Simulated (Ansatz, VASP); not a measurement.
# Na14Si12O31: VASP beside Ansatz, part 2 of 2

Aim: how closely do two programs agree when they are given the same cell, functional and k mesh? Of the first pair: The structure shown is frame 43 of Ansatz's trajectory.

VASP 6.6.1 and Ansatz 0.2.0.

So far. Step 3 (VASP: single point, PBE, pair 1): The run ends at a pressure of -1.22 GPa, with forces up to 5.2 eV/Å.

## Step 6: VASP: single point, PBE, pair 2

Level of this step: PBE; plane waves and PAW (Si, Na_pv, O) (VASP).

The same cell, functional and mesh now go to VASP, with its own data sets.

Input file INCAR:

```
SYSTEM = Na14Si12O31
PREC = Accurate
ENCUT = 520
EDIFF = 1E-06
NELM = 120
ISMEAR = 0
SIGMA = 0.01
LREAL = Auto
ALGO = Normal
GGA = PE
NBANDS = 416
LORBIT = 11
LWAVE = .FALSE.
LCHARG = .FALSE.
ISIF = 2
LASPH = .TRUE.
GGA_COMPAT = .FALSE.
EFERMI = MIDGAP
NCORE = 4
```

Input file POSCAR:

```
Na14Si12O31
1.0
   11.4927700000      0.0000000000      0.0000000000
    0.0000000000     11.4927700000      0.0000000000
    0.0000000000      0.0000000000     11.4927700000
Si Na O
24 28 62
Direct
    0.7015889120      0.9811881731      0.1140195097
    0.6377661782      0.1894495409      0.6502435879
    0.9356491081      0.6063464248      0.1792605264
    0.0769875322      0.1492329525      0.5902841526
    0.5804170796      0.8446440675      0.3224897044
    0.2981526647      0.5196397387      0.4330200639
    0.1188399315      0.1697501995      0.3310777123
    0.5130442878      0.3935517721      0.2819598756
    0.0253115654      0.3791340121      0.7323734835
    0.3061663985      0.2449017948      0.1724997542
    0.8416334791      0.0071697250      0.6081823616
    0.4321151472      0.1823755283      0.7721637168
    0.9412091254      0.3365507184      0.1734133721
    0.3447384747      0.7225760195      0.2299271629
    0.5237292663      0.8657442897      0.9510065894
    0.8167047631      0.7978494306      0.4388150115
    0.2918443508      0.0020212708      0.6157436371
    0.7171552202      0.6632952717      0.6374007311
    0.7913409909      0.4042976584      0.6031705150
    0.9222580805      0.7941253501      0.7382467412
    0.8514918510      0.2861712189      0.9188037349
    0.3202274125      0.0461420528      0.9881342792
    0.7514463441      0.2941153438      0.3683098156
    0.3790992076      0.6295523185      0.9673385964
    0.6237660721      0.6704475944      0.1240519039
    0.1508774647      0.8656833818      0.8213424614
    0.6046932115      0.9093369136      0.6226610295
    0.9960931960      0.3905411837      0.4254500873
    0.6145254799      0.0841050504      0.4067600761
    0.9781862858      0.8400672771      0.2196337349
[... 78 atom lines left out ...]
    0.2727888925      0.6863619476      0.8999048967
    0.8006859965      0.6790530046      0.5202227139
    0.3871825504      0.0731416360      0.6955155285
    0.0691913264      0.0445062418      0.3015374013
    0.5266093379      0.9013753864      0.4377012678
    0.9464297989      0.8239266948      0.3985549176
```

Input file KPOINTS:

```
Automatic mesh
0
Gamma
1 1 1
0 0 0
```

Potentials, in the order of the species: Si, Na_pv and O (PBE family, release 64).

The run is started by

```
$ mpirun -np 16 vasp_gam
```

Numbers of over 12 decimals in the logs are rounded to 6 here.

Output:

```text
[... set-up lines as in an earlier step ...]
 entering main loop
       N       E                     dE             d eps       ncg     rms          rms(c)
DAV:   1     0.109251742963E+05    0.10925E+05   -0.33768E+05   832   0.192E+03
DAV:   2     0.124802847515E+04   -0.96771E+04   -0.91950E+04   904   0.549E+02
DAV:   3    -0.672391537003E+03   -0.19204E+04   -0.18423E+04   864   0.245E+02
DAV:   4    -0.844893381459E+03   -0.17250E+03   -0.16958E+03  1000   0.762E+01
[...]
DAV:  17    -0.738657406788E+03    0.10248E-04   -0.17083E-04  1016   0.328E-02    0.157E-02
DAV:  18    -0.738657403716E+03    0.30720E-05   -0.29318E-05   968   0.136E-02    0.762E-03
DAV:  19    -0.738657402863E+03    0.85348E-06   -0.63479E-06   872   0.923E-03
   1 F= -.73865740E+03 E0= -.73865740E+03  d E =0.000000E+00
```

Parts of OUTCAR (step 6):

```text
  Total      -11.8216002      7.3327212     23.5052143      1.4570466      0.7056039      3.6631647
[...]
0.72250      2.88900      7.93460         0.746124     -1.363788     -0.514088
      7.06510     11.01970      2.70260         0.078826     -0.428019      1.007970
      3.87550      1.27560      1.37530        -1.017104      0.594988     -0.640623
      4.01120      6.60410      6.42290        -1.015190     -0.841818     -0.815855
      9.87540      1.92020      9.78670        -0.170401     -1.336278      0.143332
      0.52620      7.75520      1.41680         0.064207      0.107296      0.283997
      6.40870      2.56500      6.26680        -0.621691     -0.214256      0.230980
      5.08100      3.39380      2.27490        -0.011029      0.516279     -0.130883
      8.20140      5.91470      7.38400        -0.868570      0.401995      0.671714
      0.37570      3.02140      2.97510        -0.471182      1.069972     -0.316016
      5.06620      5.79560     10.56570        -1.318308      1.831208      0.914286
     10.68150      2.96420      0.54580        -0.406135      0.438953      1.711510
      2.07000      0.08473     10.96870         2.137239      1.013274      0.808167
     10.69590      6.64160      3.59860         0.107063     -0.353868      1.361021
[...]
-----------------------------------------------------------------------------------
    total drift:                               -0.003731     -0.018219     -0.026112

  FREE ENERGIE OF THE ION-ELECTRON SYSTEM (eV)
  ---------------------------------------------------
  free  energy   TOTEN  =      -738.6574028627 eV

  energy  without entropy=     -738.6574028627  energy(sigma->0) =     -738.65740286

[... 1 part as in an earlier step ...]

[... 1 further part left out ...]
[key lines of the parts left out:]
E-fermi :   3.2915
```

The run ends at a pressure of 0.67 GPa, with forces up to 3.7 eV/Å.

## Step 7: Differences

What differs besides the data sets and the points named for the pairs above, as far as they apply: the data sets hold 720 valence electrons in Ansatz (on its default PAW (the set named soft_2) files) and 664 in VASP. Total energies have different zeros and are not compared.

Forces on 10 of the 114 atoms, those with the largest forces and the largest differences (eV/Å; atoms numbered as in POSCAR):

```csv
atom,"Ansatz x, y, z","VASP x, y, z"
Si1,"-2.890, -1.287, 1.478","-2.920, -1.336, 1.512"
Si2,"2.669, 1.261, 0.763","2.740, 1.233, 0.816"
Si6,"2.674, 1.526, 1.648","2.743, 1.544, 1.625"
Si13,"-1.094, -3.022, -1.037","-1.091, -3.083, -1.002"
Si20,"-0.968, -2.907, 2.016","-1.040, -2.880, 2.036"
Si24,"2.628, -1.179, 0.695","2.679, -1.203, 0.753"
O79,"0.356, 0.450, -0.264","0.314, 0.542, -0.298"
O93,"1.687, -2.783, 0.400","1.671, -2.736, 0.376"
O96,"-1.077, -0.401, -0.120","-1.178, -0.438, -0.128"
O112,"0.537, -0.122, -0.168","0.503, -0.217, -0.196"
```

The forces differ by 32 meV/Å r.m.s., which is 3.4 % of the r.m.s. force of 0.928 eV/Å (both taken over all components).

## Step 8: Ansatz: dynamics, PBE

One frame of this run of dynamics is then solved in both programs, so the motion causes no difference.

The structure compared here is frame 129 of Ansatz's trajectory.

Input file input.yaml:

```yaml
crystal:
  lattice:
    - [11.49277, 0.0, 0.0]
    - [0.0, 11.49277, 0.0]
    - [0.0, 0.0, 11.49277]
  atoms:
    - { symbol: Si, position: [0.69174, 0.01236, 0.13366] }
    - { symbol: Si, position: [0.64646, 0.19485, 0.67978] }
    - { symbol: Si, position: [0.93862, 0.59545, 0.18678] }
    - { symbol: Si, position: [0.06048, 0.15079, 0.60883] }
    - { symbol: Si, position: [0.57999, 0.86673, 0.30911] }
    - { symbol: Si, position: [0.31201, 0.53238, 0.41463] }
    - { symbol: Si, position: [0.12378, 0.17763, 0.33908] }
    - { symbol: Si, position: [0.50673, 0.3949, 0.27069] }
    - { symbol: Si, position: [0.02756, 0.3804, 0.74837] }
    - { symbol: Si, position: [0.31274, 0.24052, 0.15772] }
    - { symbol: Si, position: [0.82864, 0.01461, 0.62319] }
    - { symbol: Si, position: [0.40576, 0.17079, 0.75914] }
    - { symbol: Si, position: [0.94319, 0.32362, 0.19296] }
    - { symbol: Si, position: [0.35722, 0.72502, 0.23388] }
    - { symbol: Si, position: [0.53562, 0.85372, 0.95939] }
    - { symbol: Si, position: [0.81366, 0.80925, 0.42578] }
    - { symbol: Si, position: [0.27935, 0.98498, 0.60314] }
    - { symbol: Si, position: [0.72085, 0.66143, 0.64117] }
    - { symbol: Si, position: [0.79758, 0.40952, 0.61381] }
    - { symbol: Si, position: [0.92347, 0.78877, 0.74387] }
    - { symbol: Si, position: [0.86855, 0.27651, 0.93974] }
    - { symbol: Si, position: [0.31592, 0.0308, 0.99319] }
    - { symbol: Si, position: [0.73993, 0.28857, 0.36881] }
    - { symbol: Si, position: [0.39081, 0.62613, 0.97697] }
    - { symbol: Na, position: [0.62026, 0.6661, 0.11917] }
    - { symbol: Na, position: [0.18058, 0.8425, 0.80013] }
    - { symbol: Na, position: [0.56961, 0.88529, 0.63326] }
    - { symbol: Na, position: [0.01372, 0.43596, 0.42658] }
    - { symbol: Na, position: [0.61164, 0.06697, 0.4669] }
    - { symbol: Na, position: [0.04168, 0.86975, 0.20536] }
[... 78 atom lines left out ...]
    - { symbol: O, position: [0.29128, 0.67494, 0.8851] }
    - { symbol: O, position: [0.7698, 0.70243, 0.51262] }
    - { symbol: O, position: [0.38054, 0.07994, 0.65232] }
    - { symbol: O, position: [0.08979, 0.05704, 0.27969] }
    - { symbol: O, position: [0.53519, 0.87742, 0.44028] }
    - { symbol: O, position: [0.93923, 0.82716, 0.38024] }
kpoints:
  mp_grid: { grid: [1, 1, 1] }
hamiltonian:
  xc: pbe
scf:
  occupations: { method: fixed }
output:
  forces: true
  stress: true
md:
  timestep: 1.0
  n_steps: 129
  ensemble: nve
  temperature: 300
  initial_velocities: maxwell_boltzmann
  seed: 6322
```

The run is started by

```
$ ansatz run input.yaml --threads 4 --pin off --max-ram 8192MiB --backend cpu --events-out ev --progress --plain --runs-dir out
```

Output:

```text
[...]
Crystal: 114 atoms, lattice volume = 1518.008 Å³
Basis set: ecut = 420 eV, 29423 PW (Γ), exchange–correlation on 160×160×160 points (8 copies of the dense FFT grid, shifted against one another)
Bands: 474, of which v1, the nominal top of the filled ones, is band 360 counted from 1 (359 counted from 0)
Symmetry: 1 space group operations
k-points: 1
[...]
atom 114  O      1.11733658     0.63229481    -1.47539855
  max |Σ_I F_I| component: 9.67e-5 eV/Å
--- Stress (GPa, compression-positive) ---
        1.333966      -1.042698       0.254445
       -1.042699       4.243224      -1.511270
        0.254447      -1.511270       3.058745
  P = ⅓ Tr σ = 2.8786 GPa (28.786 kbar)
--- MD trajectory: 129 steps, t = 0.0 → 129.0 fs ---
[...]
conserved energy: peak-to-peak 2.109e-2 eV (1.850e-4 eV/atom) over 129.0 fs
[key lines of the parts left out:]
SCF converged after 8 iterations
Free energy (F): -92168.623999 eV
Fermi energy:    4.098280 eV
```

## Step 9: VASP: single point, PBE, pair 3

The same cell, functional and mesh now go to VASP, with its own data sets.

INCAR is that of step 6.

Input file POSCAR:

```
Na14Si12O31
1.0
   11.4927700000      0.0000000000      0.0000000000
    0.0000000000     11.4927700000      0.0000000000
    0.0000000000      0.0000000000     11.4927700000
Si Na O
24 28 62
Direct
    0.6934620635      0.9743751941      0.1186572080
    0.6494691880      0.1963408299      0.6547855739
    0.9443676329      0.5908932311      0.1754059291
    0.0605946173      0.1466052135      0.5959485833
    0.5857856722      0.8458709258      0.3395874102
    0.3170515028      0.5238075764      0.4381885307
    0.0983661902      0.1723431340      0.3255263962
    0.5045606934      0.3949091472      0.2883900052
    0.0187074134      0.3876611122      0.7287364143
    0.3069582007      0.2572312854      0.1824886429
    0.8375700549      0.9950055557      0.6101662175
    0.4346123693      0.1777900367      0.7767405073
    0.9488226076      0.3286152947      0.1600745512
    0.3649163779      0.7168593820      0.2477644641
    0.5174992626      0.8770818523      0.9531644677
    0.8173747495      0.7948997500      0.4458020129
    0.2919487643      0.9930243101      0.6210948274
    0.7113167670      0.6628080089      0.6418470047
    0.7877909329      0.4198639667      0.6014824973
    0.9219883457      0.7892788249      0.7433368979
    0.8538411540      0.2814813139      0.9199870875
    0.3211758349      0.0647363516      0.9959304850
    0.7547179662      0.3038083943      0.3534744017
    0.3774633966      0.6422385552      0.9667121155
    0.6166920594      0.6778261464      0.1384609628
    0.1585431537      0.8547112663      0.8172007271
    0.5861946250      0.9199609842      0.6306660622
    0.0057514420      0.3980763558      0.4220131439
    0.6038927082      0.1129405705      0.3797604929
    0.9710426642      0.8399541625      0.2117244146
[... 78 atom lines left out ...]
    0.2838915248      0.6866229812      0.8733925764
    0.7993460236      0.6790356024      0.5293675937
    0.3942217585      0.0626915878      0.6964726519
    0.0700614386      0.0427921206      0.2909220319
    0.5193351994      0.9214401750      0.4331070751
    0.9434366128      0.8022608997      0.3999383961
```

KPOINTS is that of step 6.

The run is started by

```
$ mpirun -np 16 vasp_gam
```

Output:

```text
[... set-up lines as in an earlier step ...]
 entering main loop
       N       E                     dE             d eps       ncg     rms          rms(c)
DAV:   1     0.109529675697E+05    0.10953E+05   -0.33808E+05   832   0.192E+03
DAV:   2     0.124897436670E+04   -0.97040E+04   -0.92387E+04   896   0.547E+02
DAV:   3    -0.678520563605E+03   -0.19275E+04   -0.18484E+04   872   0.246E+02
DAV:   4    -0.847125015159E+03   -0.16860E+03   -0.16554E+03   992   0.761E+01
[...]
DAV:  18    -0.737266841058E+03    0.25190E-05   -0.42488E-05   928   0.135E-02    0.121E-02
DAV:  19    -0.737266838465E+03    0.25933E-05   -0.11433E-05   896   0.124E-02    0.436E-03
DAV:  20    -0.737266838431E+03    0.33637E-07   -0.47969E-06   896   0.760E-03
   1 F= -.73726684E+03 E0= -.73726684E+03  d E =0.000000E+00
```

OUTCAR, selected parts (step 9):

```text
  Total       14.4677030     42.1649780     30.5467944    -10.1515940    -14.6032090      2.5135979
  in kB       15.2698939     44.5029002     32.2405229    -10.7144696    -15.4129133      2.6529694
  external PRESSURE =      30.6711057 kB  Pullay stress =       0.0000000 kB

  FREE ENERGIE OF THE ION-ELECTRON SYSTEM (eV)
  ---------------------------------------------------
  free  energy   TOTEN  =      -737.2668384315 eV

  energy  without entropy=     -737.2668384315  energy(sigma->0) =     -737.26683843

[... 1 part as in an earlier step ...]

[... 2 further parts left out ...]
[key lines of the parts left out:]
E-fermi :   3.4666
```

The run ends at a pressure of 3.07 GPa, with forces up to 5.3 eV/Å.

## Step 10: Side by side

What differs besides the data sets and the points named for the pairs above, as far as they apply: the data sets hold 720 valence electrons in Ansatz (on its default PAW (the set named soft_2) files) and 664 in VASP. Total energies have different zeros and are not compared.

Forces on 9 of the 114 atoms, those with the largest forces and the largest differences (eV/Å; atoms numbered as in POSCAR):

```csv
atom,"Ansatz x, y, z","VASP x, y, z"
Si6,"-4.462, 1.049, 2.647","-4.450, 1.053, 2.615"
Si7,"4.491, -0.160, 1.159","4.533, -0.071, 1.189"
Si9,"-1.794, -2.374, -0.437","-1.822, -2.421, -0.476"
Si18,"3.823, -0.076, 1.942","3.852, -0.131, 1.966"
Si24,"2.874, -1.354, -0.751","2.895, -1.360, -0.674"
O92,"-1.934, 2.503, -0.118","-2.004, 2.597, -0.115"
O99,"0.219, -1.176, -0.286","0.262, -1.292, -0.237"
O103,"-3.484, 0.785, -0.682","-3.567, 0.822, -0.694"
O108,"0.227, -0.269, -0.869","0.225, -0.241, -0.983"
```

The forces differ by 35 meV/Å r.m.s., which is 3.5 % of the r.m.s. force of 1.026 eV/Å (both taken over all components).

## Step 11: Outcome

```
r.m.s. force difference (single point, PBE, pair 1) : 3.5 % of the r.m.s. force
r.m.s. force difference (single point, PBE, pair 2) : 3.4 % of the r.m.s. force
r.m.s. force difference (single point, PBE, pair 3) : 3.5 % of the r.m.s. force
```

**Reading.** The r.m.s. force difference is 3.5 % of the r.m.s. force (single point, PBE, pair 1), beyond the 3 % picked in this series as the mark of a large difference. The data sets hold unlike numbers of valence electrons (720 in Ansatz and 664 in VASP), so part of the differences comes from the potentials. What causes the difference of the single point, PBE, pair 1 pair stays open here. What causes the difference of the single point, PBE, pair 2 pair stays open here. What causes the difference of the single point, PBE, pair 3 pair stays open here. How closely two codes agree says nothing of how well the functional describes the real material.

[Lines on the potential files, build, host, timing and source positions are cut from VASP's logs without a mark.]

[Logs are printed without paths, hosts, clocks, repeated set-up lines and the standing remarks that a program may print on its own settings, such as how far it seeks lower states.]

[Hosts, paths, dates, database ids (printed as entryN), source tags and the programs' standing remarks are cut or masked in the printed files.]
